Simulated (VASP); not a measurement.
```cif
data_NTi
_chemical_formula_sum 'Ti1 N1'
_space_group_name_H-M_alt 'P 1'
_space_group_IT_number 1
_cell_length_a 2.98240
_cell_length_b 2.98240
_cell_length_c 2.98240
_cell_angle_alpha 60.000
_cell_angle_beta 60.000
_cell_angle_gamma 60.000
loop_
_space_group_symop_operation_xyz
  'x, y, z'
loop_
_atom_site_label
_atom_site_type_symbol
_atom_site_fract_x
_atom_site_fract_y
_atom_site_fract_z
_atom_site_occupancy
Ti1 Ti 0.00000 0.00000 0.00000 1
N1 N 0.50000 0.50000 0.50000 1
```

Computed with vdW-DF-cx, VASP's PBE PAW potentials (set 64) (plane waves; VASP). Numerical set-up: 520 eV cut-off, 15×15×15 Γ-centred mesh, first-order Methfessel-Paxton smearing of 0.10 eV, potentials Ti_sv N.

Give the energy at these volumes per atom, relative to the lowest: 8.81, 9.10, 9.38, 9.66, 9.94 Å³.

34.8, 8.3, 0.0, 7.2, 27.7 meV/atom. A third-order Birch-Murnaghan fit gives B0 = 294 GPa and B0′ = 4.3.

Measured: bulk modulus 288 GPa (computed value off by +2.0 %), as given by V. Krasnenko et al., Solid State Sciences (2013), arXiv:1306.3139; a 4.239 Å (computed value off by -0.5 %), as given by Guo-Xu Zhang et al., New Journal of Physics (2018), doi:10.1088/1367-2630/aac7f0. The calculation is for a static lattice, while the measured bulk modulus, a hold thermal and zero-point effects, which are part of the difference.

The compound is TiN in the rock salt structure. It was relaxed first.
